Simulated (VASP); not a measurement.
Wanted: the native input for a VASP 6.6.1 run.

* Task: single point
* Functional: LDA
* Potentials or basis: VASP PAW LDA potentials, release 64 (Ta_pv, Cu, N)
* Cutoff: 520 eV
* k mesh: 7 × 7 × 7
* Occupations: gaussian, width 0.05 eV
* Spin: collinear spin, typed start
* Starting moments: [1.0, 1.0, 0.0, 0.0] μB
* Hubbard terms: Ta d U = 3.0 eV, Cu d U = 3.0 eV
* Dipole correction: no
* Further INCAR settings: ALGO = Fast; EDIFF = 1e-06; NBANDS = 28

The structure of TaCuN2 lies in POSCAR:

```
TaCuN2
1.0
    1.5680006800      0.9052856200      5.8126690500
   -1.5680006800      0.9052856200      5.8126690500
    0.0000000000     -1.8105712300      5.8126690500
Ta Cu N
1 1 2
Direct
    0.5000000000      0.5000000000      0.5000000000
    0.0000000000      0.0000000000      0.0000000000
    0.1190000000      0.1190000000      0.1190000000
    0.8810000000      0.8810000000      0.8810000000
```

One way to write it, as run:

INCAR

```
  PREC = Accurate
  ENCUT = 520
  EDIFF = 1E-6
  ISMEAR = 0
  SIGMA = 0.05
  LREAL = False
  LASPH = True
  NELM = 150
  ALGO = Fast
  ISIF = 2
  LWAVE = False
  LCHARG = False
  ISPIN = 2
  MAGMOM = 1 1 0 0
  LORBIT = 11
  LMAXMIX = 4
  LDAU = True
  LDAUTYPE = 2
  LDAUL = 2 2 -1
  LDAUU = 3 3 0
  LDAUJ = 0 0 0
  LDAUPRINT = 1
  NBANDS = 28
```

KPOINTS

```
regular mesh
0
Gamma
  7 7 7
```

Potentials or basis: VASP PAW LDA potentials, release 64 (Ta_pv, Cu, N).

The run is started by

```sh
$ cat potpaw_LDA.64/Ta_pv/POTCAR potpaw_LDA.64/Cu/POTCAR potpaw_LDA.64/N/POTCAR > POTCAR
$ mpirun -np 1 vasp_std > vasp.out
```

It gave:

```yaml
Pressure: 18.9 GPa
Largest_force: 6.730 eV/Å
Band_gap_on_the_k_mesh: 1.21 eV, indirect (least direct gap 1.90 eV)
Net_moment: 0.00 μB per cell
Valence_electrons_inside_the_program's_atomic_spheres: Ta 9.08; Cu 9.89; N 3.83
```

Caveat: spin-orbit coupling is left out, which moves the levels of the heavy elements; an odd mesh through Γ misses points on the zone boundary, where band edges often lie; forces of over 1 eV/Å show positions far from the minimum, so gaps and moduli don't describe the material at rest.

It took 3.1 min on 1 thread of Intel(R) Xeon(R) 6975P-C (Granite Rapids), on a shared host, peak memory 0.34 GiB.
